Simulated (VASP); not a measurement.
Output of a VASP run:

### OSZICAR
```
...
  34 F= -.35243102E+03 E0= -.35242269E+03  d E =-.214900E-02
       N       E                     dE             d eps       ncg     rms          rms(c)
DAV:   1    -0.352431500773E+03   -0.47813E-03   -0.13406E-01   348   0.721E-01    0.125E-01
RMM:   2    -0.352432023980E+03   -0.52321E-03   -0.56400E-03   327   0.142E-01    0.421E-02
RMM:   3    -0.352432067053E+03   -0.43073E-04   -0.75166E-04   336   0.612E-02    0.250E-02
RMM:   4    -0.352432068475E+03   -0.14226E-05   -0.11459E-04   323   0.251E-02    0.112E-02
RMM:   5    -0.352432069602E+03   -0.11263E-05   -0.20015E-05   205   0.108E-02
  35 F= -.35243207E+03 E0= -.35242367E+03  d E =-.104689E-02
       N       E                     dE             d eps       ncg     rms          rms(c)
DAV:   1    -0.352432058025E+03    0.10450E-04   -0.36250E-02   348   0.375E-01    0.645E-02
RMM:   2    -0.352432202640E+03   -0.14461E-03   -0.15558E-03   327   0.746E-02    0.218E-02
RMM:   3    -0.352432215275E+03   -0.12635E-04   -0.21266E-04   333   0.325E-02    0.134E-02
RMM:   4    -0.352432215612E+03   -0.33710E-06   -0.31555E-05   217   0.134E-02
  36 F= -.35243222E+03 E0= -.35242378E+03  d E =-.119291E-02
       N       E                     dE             d eps       ncg     rms          rms(c)
DAV:   1    -0.352432112362E+03    0.10291E-03   -0.16622E-01   330   0.769E-01    0.126E-01
RMM:   2    -0.352432741509E+03   -0.62915E-03   -0.68724E-03   326   0.147E-01    0.411E-02
RMM:   3    -0.352432782135E+03   -0.40627E-04   -0.80994E-04   339   0.612E-02    0.252E-02
RMM:   4    -0.352432782139E+03   -0.30923E-08   -0.12521E-04   296   0.247E-02    0.118E-02
RMM:   5    -0.352432782894E+03   -0.75596E-06   -0.25044E-05   213   0.109E-02
  37 F= -.35243278E+03 E0= -.35242416E+03  d E =-.567282E-03
       N       E                     dE             d eps       ncg     rms          rms(c)
DAV:   1    -0.352432765202E+03    0.16937E-04   -0.76582E-03   364   0.165E-01    0.267E-02
RMM:   2    -0.352432795670E+03   -0.30468E-04   -0.33133E-04   321   0.326E-02    0.868E-03
RMM:   3    -0.352432798080E+03   -0.24106E-05   -0.42554E-05   223   0.138E-02    0.593E-03
RMM:   4    -0.352432797958E+03    0.12203E-06   -0.59589E-06   192   0.532E-03
  38 F= -.35243280E+03 E0= -.35242414E+03  d E =-.582346E-03
       N       E                     dE             d eps       ncg     rms          rms(c)
DAV:   1    -0.352432393615E+03    0.40447E-03   -0.21988E-01   330   0.835E-01    0.125E-01
RMM:   2    -0.352433129678E+03   -0.73606E-03   -0.80043E-03   329   0.143E-01    0.389E-02
RMM:   3    -0.352433171520E+03   -0.41841E-04   -0.84228E-04   348   0.574E-02    0.254E-02
RMM:   4    -0.352433171498E+03    0.21279E-07   -0.12349E-04   275   0.223E-02    0.128E-02
RMM:   5    -0.352433171679E+03   -0.18097E-06   -0.19488E-05   211   0.908E-03
  39 F= -.35243317E+03 E0= -.35242478E+03  d E =-.373721E-03
       N       E                     dE             d eps       ncg     rms          rms(c)
DAV:   1    -0.352433062969E+03    0.10853E-03   -0.36327E-02   348   0.340E-01    0.513E-02
RMM:   2    -0.352433187357E+03   -0.12439E-03   -0.13519E-03   329   0.589E-02    0.157E-02
RMM:   3    -0.352433195711E+03   -0.83537E-05   -0.15259E-04   270   0.240E-02    0.105E-02
RMM:   4    -0.352433195008E+03    0.70270E-06   -0.19615E-05   207   0.904E-03
  40 F= -.35243320E+03 E0= -.35242492E+03  d E =-.397050E-03
```

File OUTCAR:
```
------------------------ aborting loop because EDIFF is reached ----------------------------------------
  FORCE on cell =-STRESS in cart. coord.  units (eV):
  Direction    XX          YY          ZZ          XY          YZ          ZX
  --------------------------------------------------------------------------------------
  Total      -23.3716946    -23.3429571    -23.6571841     -0.7821430     -1.3786856     -1.4334164
  in kB      -28.6218203    -28.5866272    -28.9714410     -0.9578406     -1.6883882     -1.7554134
  external PRESSURE =     -28.7266295 kB  Pullay stress =       0.0000000 kB
  volume of cell :     1308.29
      direct lattice vectors                 reciprocal lattice vectors
    10.937074700  0.000000000  0.000000000     0.091432127  0.000000000  0.000000000
     0.000000000 10.937074700  0.000000000     0.000000000  0.091432127  0.000000000
     0.000000000  0.000000000 10.937074700     0.000000000  0.000000000  0.091432127
 POSITION                                       TOTAL-FORCE (eV/Angst)
 -----------------------------------------------------------------------------------
      5.46060      0.00561      0.00657        -0.003934     -0.005513      0.001287
      6.84265      1.38366      1.38662         0.004222     -0.006166     -0.001672
      8.18661      2.73098     10.93667        -0.003027      0.006004     -0.002834
      9.52975      4.11756      1.41327         0.004728     -0.001426     -0.002597
      8.18574     10.93287      2.73959        -0.003314      0.000586      0.003861
      9.52352      1.41741      4.12455         0.006056      0.006318     -0.000448
     10.93080     10.93152     10.93263         0.002180     -0.004473     -0.001870
      1.36882      1.36837      1.37597         0.011958     -0.000072     -0.003115
      2.71779      2.71657     10.90455         0.002955      0.005087      0.004426
      4.09226      4.08999      1.35263        -0.000685      0.003544      0.002296
      5.45990      5.45929     10.93464         0.000402      0.001832      0.006678
      6.85474      6.85353      1.37949        -0.007743     -0.001775     -0.006501
      8.21317      8.21128      0.00960        -0.001665     -0.000158     -0.000734
      9.58802      9.58545      1.39615        -0.005820      0.000025     -0.005496
      2.72186     10.89995      2.72733        -0.002839      0.007927     -0.001405
      4.09457      1.35870      4.09187         0.002529     -0.002602      0.003871
      5.44641      2.73378      2.73259        -0.002526      0.007213      0.008317
      6.58391      4.21929      4.19904         0.003292     -0.005481      0.000471
      8.10603      5.46640      2.80806        -0.001870      0.006653      0.003162
      9.56449      6.84058      4.12457         0.005398      0.005358     -0.001036
      5.45860     10.93297      5.46106        -0.001345     -0.002707     -0.006019
      6.84917      1.38358      6.85087        -0.001919      0.002327      0.001330
      8.09435      2.81849      5.46858         0.003951     -0.001745      0.005534
      9.56343      4.12472      6.84034         0.004797      0.007092      0.004993
      8.20949      0.00735      8.20770         0.004885      0.005497     -0.000652
      9.58614      1.39268      9.58277         0.002242     -0.001321     -0.006409
      0.00651      5.45891      0.00639        -0.004461      0.004689      0.002538
      1.38557      6.84014      1.38844        -0.004676     -0.002104     -0.007499
      2.73142      8.18508      0.00001         0.003003      0.001758     -0.003496
      4.11853      9.52919      1.41265         0.003283     -0.002509      0.000462
     10.90222      2.72075      2.72711         0.003823      0.007569      0.008978
      1.36135      4.09415      4.09267         0.000707      0.000786      0.001829
      2.73847      5.44460      2.73440        -0.000859      0.003809      0.000666
      4.22490      6.58195      4.20106        -0.009296      0.009814     -0.003958
      5.46845      8.10646      2.80824         0.004756     -0.008367      0.001792
      6.84276      9.56572      4.12384         0.000978     -0.002599      0.006385
      0.00786      0.00586      5.46143         0.003239     -0.002076     -0.008063
      1.38974      1.38996      6.84085         0.006213     -0.003505     -0.006697
      2.74609      2.74419      5.44739         0.000702      0.002566      0.003974
      4.21713      4.21402      6.60383        -0.007980     -0.005089     -0.001865
      6.93132      6.93459      6.94663         0.012898     -0.015971     -0.001287
      8.21389      8.21346      5.48413        -0.002765      0.005567     -0.001220
      9.59539      9.59449      6.85698         0.004915     -0.012952      0.000377
      2.73581     10.93308      8.18380         0.003798     -0.005608     -0.004090
      4.11862      1.41162      9.52887        -0.005392      0.008901     -0.001662
      5.46823      2.81071      8.11203         0.003569      0.005007     -0.006734
      6.84601      4.12187      9.57143         0.003922      0.003475     -0.012446
      8.22138      5.48208      8.22592        -0.001799      0.005052      0.003057
      9.60025      6.86162      9.59764         0.002400     -0.009541     -0.004011
     10.93454      8.18334      2.74106        -0.004202     -0.004430      0.002932
      1.42100      9.51992      4.12526         0.003533      0.004727      0.005316
     10.93341      5.45804      5.46055         0.004029     -0.004713     -0.001891
      1.38655      6.84712      6.85073        -0.005419      0.000601     -0.003718
      2.82327      8.09234      5.46975        -0.008705      0.005021      0.005597
      4.12618      9.56400      6.84229         0.000974      0.003627      0.004746
     10.93380      2.73700      8.18258        -0.014970     -0.002979      0.003445
...
```
(Selected blocks of OUTCAR.)

**POSCAR**
```
OSi63
1
   10.9370747004     0.0000000000     0.0000000000
    0.0000000000    10.9370747004     0.0000000000
   -0.0000000000    -0.0000000000    10.9370747004
Si O
63 1
Direct
  0.5000000000   0.0000000000   0.0000000000
  0.6250000000   0.1250000000   0.1250000000
  0.7500000000   0.2500000000   0.0000000000
  0.8750000000   0.3750000000   0.1250000000
  0.7500000000   0.0000000000   0.2500000000
  0.8750000000   0.1250000000   0.3750000000
  0.0000000000   0.0000000000   0.0000000000
  0.1250000000   0.1250000000   0.1250000000
  0.2500000000   0.2500000000   0.0000000000
  0.3750000000   0.3750000000   0.1250000000
  0.5000000000   0.5000000000   0.0000000000
  0.6250000000   0.6250000000   0.1250000000
  0.7500000000   0.7500000000   0.0000000000
  0.8750000000   0.8750000000   0.1250000000
  0.2500000000   0.0000000000   0.2500000000
  0.3750000000   0.1250000000   0.3750000000
  0.5000000000   0.2500000000   0.2500000000
  0.6205650000   0.3716820000   0.3763380000
  0.7500000000   0.5000000000   0.2500000000
  0.8750000000   0.6250000000   0.3750000000
  0.5000000000   0.0000000000   0.5000000000
  0.6250000000   0.1250000000   0.6250000000
  0.7500000000   0.2500000000   0.5000000000
  0.8750000000   0.3750000000   0.6250000000
  0.7500000000   0.0000000000   0.7500000000
  0.8750000000   0.1250000000   0.8750000000
  0.0000000000   0.5000000000   0.0000000000
  0.1250000000   0.6250000000   0.1250000000
  0.2500000000   0.7500000000   0.0000000000
  0.3750000000   0.8750000000   0.1250000000
  0.0000000000   0.2500000000   0.2500000000
  0.1250000000   0.3750000000   0.3750000000
  0.2500000000   0.5000000000   0.2500000000
  0.3707220000   0.6222230000   0.3728170000
  0.5000000000   0.7500000000   0.2500000000
  0.6250000000   0.8750000000   0.3750000000
  0.0000000000   0.0000000000   0.5000000000
  0.1250000000   0.1250000000   0.6250000000
  0.2500000000   0.2500000000   0.5000000000
  0.3782640000   0.3704940000   0.6215440000
  0.6276300000   0.6222560000   0.6244680000
  0.7500000000   0.7500000000   0.5000000000
  0.8750000000   0.8750000000   0.6250000000
  0.2500000000   0.0000000000   0.7500000000
  0.3750000000   0.1250000000   0.8750000000
  0.5000000000   0.2500000000   0.7500000000
  0.6250000000   0.3750000000   0.8750000000
  0.7500000000   0.5000000000   0.7500000000
  0.8750000000   0.6250000000   0.8750000000
  0.0000000000   0.7500000000   0.2500000000
  0.1250000000   0.8750000000   0.3750000000
  0.0000000000   0.5000000000   0.5000000000
  0.1250000000   0.6250000000   0.6250000000
  0.2500000000   0.7500000000   0.5000000000
  0.3750000000   0.8750000000   0.6250000000
  0.0000000000   0.2500000000   0.7500000000
  0.1250000000   0.3750000000   0.8750000000
  0.2500000000   0.5000000000   0.7500000000
  0.3750000000   0.6250000000   0.8750000000
  0.5000000000   0.7500000000   0.7500000000
  0.6250000000   0.8750000000   0.8750000000
  0.0000000000   0.7500000000   0.7500000000
  0.1250000000   0.8750000000   0.8750000000
  0.4980750000   0.5003670000   0.4964480000
```

Q: Reconstruct the remaining input files.

A: Several could match; the one computed here: the input of the run itself, PBE GGA, plane waves, VASP's PBE PAW potentials (set 64).

**INCAR**
```
SYSTEM = OSi63
PREC = Normal
ENCUT = 400
EDIFF = 1E-5
NELM = 100
ALGO = Fast
LREAL = Auto
LASPH = .TRUE.
ISMEAR = 0
SIGMA = 0.05
GGA = PE
LWAVE = .FALSE.
LCHARG = .FALSE.
NELMIN = 4
ISYM = 0
NELECT = 256.0
IBRION = 2
ISIF = 2
NSW = 60
EDIFFG = -0.03
```

**KPOINTS**
```
Automatic mesh
0
Gamma
1 1 1
0 0 0
```

POTCAR, in this order: Si O (PBE.64 set). Program: vasp_gam.

At this cut-off the stress carries a Pulay error, which pulls relaxed volumes low. The cell is charged, with a uniform compensating background. The supercell is sampled at Γ alone, which is coarse: total energies, pressure and levels can be off, energies of defects by several tenths of an eV.

The cell is a supercell with a defect, built from Si (diamond): O_Si, charge +2. The run is not spin-polarised, so no state with unpaired spins was tried.
